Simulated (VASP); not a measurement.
An input for Quantum ESPRESSO's pw.x (written as the equivalent of a VASP run, and not itself run):

```
&CONTROL
  calculation = 'vc-relax'
  pseudo_dir = './pseudo'
  outdir = './out'
  tprnfor = .true.
  tstress = .true.
  nstep = 60
  forc_conv_thr = 0.00039
/
&SYSTEM
  ibrav = 0
  nat = 1
  ntyp = 1
  ecutwfc = 70
  occupations = 'smearing'
  smearing = 'methfessel-paxton'
  degauss = 0.00735
  input_dft = 'vdw-df2-b86r'
/
&ELECTRONS
  conv_thr = 7.3e-08
  electron_maxstep = 100
/
&IONS
/
&CELL
/
ATOMIC_SPECIES
  In 114.818 In.upf
CELL_PARAMETERS angstrom
    -1.6288254    1.6288254    2.5194290
     1.6288254   -1.6288254    2.5194290
     1.6288254    1.6288254   -2.5194290
ATOMIC_POSITIONS crystal
  In   0.0000000  0.0000000  0.0000000
K_POINTS automatic
  14 14 14 0 0 0
```

### Question
Write the VASP files for the same calculation (rev-vdW-DF2).

### Answer
This is not unique; one that fits is 
File KPOINTS:
```
Automatic
0
gamma
14 14 14
```

### INCAR
```
ZAB_VDW  =  -1.8867
LUSE_VDW  =  .True.
LASPH  =  .True.   # aspherical one-centre terms
ISIF  =  3   # ions, shape and volume
ALGO  =  Normal
AGGAC  =  0.0
SYSTEM  =  In
LREAL  =  .False.
PREC  =  Accurate
SIGMA  =  0.1
GGA  =  MK
IBRION  =  2   # conjugate gradients
LCHARG  =  .False.
LMAXMIX  =  4   # l cut-off of mixed one-centre charges
NSW  =  60   # most ionic steps
EDIFF  =  1E-6   # SCF stop (eV)
NELM  =  100
EDIFFG  =  -0.01
PARAM1  =  0.1234568
ENCUT  =  520   # plane-wave cut-off (eV)
LWAVE  =  .False.
ISMEAR  =  1
PARAM2  =  0.7114
```

POSCAR:
```
In
1.0
 -1.6288253859   1.6288253859   2.5194290330
  1.6288253859  -1.6288253859   2.5194290330
  1.6288253859   1.6288253859  -2.5194290330
In
1
Cartesian
  0.0000000000   0.0000000000   0.0000000000
```

POTCAR, in this order: In_d (PBE.64 set). Program: vasp_std.

What does not carry over: the potentials are each code's own (VASP's PAW set, PseudoDojo norm-conserving files in pw.x), so ENCUT and ecutwfc are chosen apart and not converted; conv_thr bounds pw.x's estimated SCF error, while EDIFF bounds the energy change between steps; forc_conv_thr acts on force components and is met together with etot_conv_thr.

The compound is In in the bct structure. It was relaxed first. The start is the result of an earlier pass.
